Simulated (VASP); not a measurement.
Level of theory: AM05 GGA, VASP's PBE PAW potentials (set 64) (plane waves; VASP).

VASP ran on this input.

File POSCAR:
```
Lu
1.0
  1.7326836810  -3.0010962531   0.0000000000
  1.7326836810   3.0010962531   0.0000000000
  0.0000000000   0.0000000000   5.3995988955
Lu
2
Cartesian
  1.7326836810   1.0003674184   1.3498997239
  1.7326836810  -1.0003674184   4.0496991716
```

INCAR:
```
SYSTEM=Lu
PREC=Accurate; ENCUT=520; LREAL=.FALSE.
LASPH=.TRUE.
EDIFF=1E-7; NELM=100; ALGO=Normal
LMAXMIX=6
ISMEAR=1; SIGMA=0.1
GGA=AM
IBRION=2; NSW=30; ISIF=4
EDIFFG=-0.01
LWAVE=.FALSE.; LCHARG=.FALSE.
```

KPOINTS:
```
Automatic mesh
0
Gamma
12 12 7
0 0 0
```

POTCAR, in this order: Lu_3 (PBE.64 set). Program: vasp_std.

Output

OUTCAR:
```
 ion  position               nearest neighbor table
   1  0.333  0.667  0.250-   2 3.36   2 3.36   2 3.36   2 3.36   2 3.36   2 3.36
   2  0.667  0.333  0.750-   1 3.36   1 3.36   1 3.36   1 3.36   1 3.36   1 3.36
  LATTYP: Found a hexagonal cell.
 ALAT       =     3.4653674349
 C/A-ratio  =     1.5581605694
 Subroutine PRICEL returns:
 Original cell was already a primitive cell.
 Subroutine GETGRP returns: Found 24 space group operations
The static configuration has the point symmetry D_3d.
 The point group associated with its full space group is D_6h.
The dynamic configuration has the point symmetry D_3d.
 Subroutine INISYM returns: Found 24 space group operations
 Subroutine IBZKPT returns following result:
 Found     76 irreducible k-points:

 Following reciprocal coordinates:
            Coordinates               Weight
  0.000000  0.000000  0.000000      1.000000
  0.083333  0.000000  0.000000      6.000000
  0.166667  0.000000  0.000000      6.000000
  0.250000  0.000000  0.000000      6.000000
  0.333333 -0.000000  0.000000      6.000000
  0.416667  0.000000  0.000000      6.000000
  0.500000  0.000000  0.000000      3.000000
...
```

### OSZICAR
```
       N       E                     dE             d eps       ncg     rms          rms(c)
DAV:   1     0.454692021771E+02    0.45469E+02   -0.87214E+03  3470   0.151E+03
DAV:   2    -0.688452345381E+01   -0.52354E+02   -0.51025E+02  3366   0.722E+02
DAV:   3    -0.923726920152E+01   -0.23527E+01   -0.22508E+01  3538   0.679E+01
DAV:   4    -0.934384113985E+01   -0.10657E+00   -0.95609E-01  3546   0.929E+00
DAV:   5    -0.934814828276E+01   -0.43071E-02   -0.41340E-02  3390   0.217E+00    0.263E+01
DAV:   6    -0.932807074593E+01    0.20078E-01   -0.36374E-02  3319   0.438E+00    0.156E+01
DAV:   7    -0.933027440117E+01   -0.22037E-02   -0.67016E-02  3246   0.563E+00    0.378E-01
DAV:   8    -0.933004276105E+01    0.23164E-03   -0.40395E-03  3246   0.100E+00    0.107E-01
DAV:   9    -0.933003218367E+01    0.10577E-04   -0.22127E-04  3374   0.245E-01    0.277E-02
DAV:  10    -0.933002984462E+01    0.23391E-05   -0.16722E-05  3409   0.591E-02    0.232E-02
DAV:  11    -0.933002980269E+01    0.41924E-07   -0.84367E-07  3238   0.144E-02
   1 F= -.93300298E+01 E0= -.93296000E+01  d E =-.933003E+01
       N       E                     dE             d eps       ncg     rms          rms(c)
DAV:   1    -0.933018803770E+01   -0.15819E-03   -0.51136E-03  3134   0.103E+00    0.549E-02
DAV:   2    -0.933011403288E+01    0.74005E-04   -0.15672E-04  3344   0.184E-01    0.314E-02
DAV:   3    -0.933007843449E+01    0.35598E-04   -0.39999E-05  3780   0.824E-02    0.182E-02
DAV:   4    -0.933007821483E+01    0.21966E-06   -0.50030E-06  3286   0.213E-02    0.634E-03
DAV:   5    -0.933007817061E+01    0.44223E-07   -0.10624E-07  1647   0.833E-03
   2 F= -.93300782E+01 E0= -.93296452E+01  d E =-.483679E-04
```

**OUTCAR**
```
------------------------ aborting loop because EDIFF is reached ----------------------------------------
  FORCE on cell =-STRESS in cart. coord.  units (eV):
  Direction    XX          YY          ZZ          XY          YZ          ZX
  --------------------------------------------------------------------------------------
  Total        0.0558364      0.0558364      0.0310157      0.0000000      0.0000000      0.0000000
  in kB        1.5930785      1.5930786      0.8849147      0.0000000      0.0000000      0.0000000
  external PRESSURE =       1.3570240 kB  Pullay stress =       0.0000000 kB
  volume of cell :       56.16
      direct lattice vectors                 reciprocal lattice vectors
     1.733620033 -3.002718063  0.000000000     0.288413834 -0.166515800 -0.000000000
     1.733620033  3.002718063 -0.000000000     0.288413834  0.166515800  0.000000000
     0.000000000 -0.000000000  5.393767675     0.000000000  0.000000000  0.185399161
 POSITION                                       TOTAL-FORCE (eV/Angst)
 -----------------------------------------------------------------------------------
      1.73362      1.00091      1.34844        -0.000000      0.000000      0.000000
      1.73362     -1.00091      4.04533         0.000000     -0.000000      0.000000
 -----------------------------------------------------------------------------------
    total drift:                               -0.000001      0.000067     -0.000012
  FREE ENERGIE OF THE ION-ELECTRON SYSTEM (eV)
  ---------------------------------------------------
  free  energy   TOTEN  =        -9.3300781706 eV

  energy  without entropy=       -9.3287792301  energy(sigma->0) =       -9.32964519

 reached required accuracy - stopping structural energy minimisation
```
(Selected blocks of OUTCAR.)

### CONTCAR
```
Lu
   1.00000000000000
     1.7336200329355897   -3.0027180625640333    0.0000000000000000
     1.7336200329355897    3.0027180625640333   -0.0000000000000000
     0.0000000000000000   -0.0000000000000000    5.3937676754526720
  Lu
     2
Direct
     0.3333330000000032    0.6666669999999968    0.2500000000000000
     0.6666669999999968    0.3333330000000032    0.7500000000000000
```

**OUTCAR**
```
 val. band max:        2.8740420644   @ k =   0.4167   0.0000   0.4286

 cond. band min:       2.9000788932   @ k =   0.1667   0.0833   0.2857


 Fermi energy:         2.8890396517

 k-point     1 :       0.0000    0.0000    0.0000
  band No.  band energies     occupation
      1     -24.1206      2.00000
      2     -23.6334      2.00000
      3     -23.6334      2.00000
      4     -23.5354      2.00000
      5     -23.5354      2.00000
      6     -23.4925      2.00000
      7      -3.2741      2.00000
      8       0.4161      2.00000
      9       3.7141     -0.00000
     10       5.1051      0.00000
     11       5.1051      0.00000
     12       5.5944      0.00000
     13       5.8908      0.00000

 k-point     2 :       0.0833    0.0000    0.0000
  band No.  band energies     occupation
      1     -24.1079      2.00000
      2     -23.6582      2.00000
      3     -23.6421      2.00000
      4     -23.5619      2.00000
      5     -23.5386      2.00000
      6     -23.4989      2.00000
      7      -3.1016      2.00000
      8       0.5893      2.00000
      9       3.5729     -0.00000
     10       4.6629     -0.00000
     11       5.2686      0.00000
     12       5.6504      0.00000
     13       5.9616      0.00000

 k-point     3 :       0.1667    0.0000    0.0000
  band No.  band energies     occupation
      1     -24.0714      2.00000
      2     -23.7261      2.00000
      3     -23.6651      2.00000
      4     -23.6325      2.00000
      5     -23.5478      2.00000
      6     -23.5179      2.00000
      7      -2.6039      2.00000
      8       1.0634      2.00000
      9       3.2117     -0.00005
     10       3.9705     -0.00000
     11       5.1281      0.00000
     12       5.6713      0.00000
     13       5.7603      0.00000

 k-point     4 :       0.2500    0.0000    0.0000
  band No.  band energies     occupation
      1     -24.0162      2.00000
      2     -23.8196      2.00000
      3     -23.7252      2.00000
...
```

The compound is Lu in the hcp structure. This run relaxes it. Symmetry was kept, so distortions that lower it aren't found.
